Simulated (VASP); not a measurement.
Input of a VASP 6.6.1 run:

INCAR

```
ALGO = Normal
EDIFF = 1E-7
ENCUT = 520
GGA = PE
ISIF = 2
ISMEAR = -1
ISPIN = 2
KPAR = 4
LASPH = True
LCHARG = False
LMAXMIX = 4
LORBIT = 11
LREAL = False
LWAVE = False
MAGMOM = 1 1 0 0.6 0
NBANDS = 40
NELM = 150
PREC = Accurate
SIGMA = 0.05
```

KPOINTS

```
k-points
0
Gamma
  11 11 3
```

The input POSCAR:

```
NiMoIrPdW
1.0
    2.7607800000      0.0000000000      0.0000000000
   -1.3803900000      2.3909000000      0.0000000000
    0.0000000000      0.0000000000     11.3405100000
Ni Mo Pd Ir W
1 1 1 1 1
Direct
   -0.0114930000     -0.0071680000      0.7087530000
    0.6857890000      0.3365640000      0.2921680000
    0.6717890000      0.3390140000      0.9009490000
    0.0065100000      0.0133220000      0.1043460000
    0.6646330000      0.3254080000      0.5290620000
```

Potentials or basis: VASP PAW PBE potentials, release 64 (Ni, Mo_sv, Pd, Ir, W_sv).

Launch:

```sh
$ cat potpaw_PBE.64/Ni/POTCAR potpaw_PBE.64/Mo_sv/POTCAR potpaw_PBE.64/Pd/POTCAR potpaw_PBE.64/Ir/POTCAR potpaw_PBE.64/W_sv/POTCAR > POTCAR
$ mpirun -np 4 vasp_std > vasp.out
```

(1) Predict the largest force.

(2) Predict the pressure.

(3) Predict the band gap on the k mesh.

(4) Predict the net moment.

Results:

(1) 0.530 eV/Å.

(2) 0.4 GPa.

(3) none (metal or under the smearing width).

(4) 0.00 μB per cell.
